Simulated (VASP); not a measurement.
Input:

```xyz
4
Lattice="-1.7192 1.7192 3.8294 1.7192 -1.7192 3.8294 1.7192 1.7192 -3.8294" Properties=species:S:1:pos:R:3 pbc="T T T"
Be     0.0000     0.0000     3.8294
Be     0.0000     1.7192     1.9147
Be     1.7192     0.0000     1.9147
Li     0.0000     0.0000     0.0000
```

All values below come from PBE GGA, VASP's PBE PAW potentials (set 64) (plane waves; VASP). Settings: 400 eV cut-off, 9×9×9 Γ-centred mesh, Fermi-Dirac smearing of 0.050 eV, potentials Be Li_sv.

Q: Give the energies of bands 2 to 7 at the high-symmetry points, in eV from the Fermi level.

A: 
```json
[
 {"band": "2", "Γ": "-8.05", "X": "-3.41", "P": "-3.42", "N": "-5.55", "M": "-6.71", "S": "-5.10", "R": "-3.70"},
 {"band": "3", "Γ": "-1.61", "X": "-3.25", "P": "-2.83", "N": "-4.83", "M": "-5.41", "S": "-4.90", "R": "-3.48"},
 {"band": "4", "Γ": "1.86", "X": "-2.82", "P": "-2.83", "N": "-1.10", "M": "0.09", "S": "-3.50", "R": "-3.05"},
 {"band": "5", "Γ": "1.86", "X": "-2.12", "P": "-2.81", "N": "-0.99", "M": "0.09", "S": "1.97", "R": "-2.37"},
 {"band": "6", "Γ": "2.57", "X": "0.13", "P": "1.76", "N": "3.19", "M": "4.58", "S": "2.81", "R": "1.40"},
 {"band": "7", "Γ": "3.25", "X": "2.27", "P": "1.76", "N": "4.14", "M": "5.95", "S": "3.88", "R": "3.13"}
]
```

It has no gap at this level: it comes out as a metal or semimetal.

The structure was generated: LiBe3 was put into an ordered model structure, which need not be its known phase. The cell was not relaxed at this level. The electron count is odd and the run is not spin-polarised, which forces a metal.
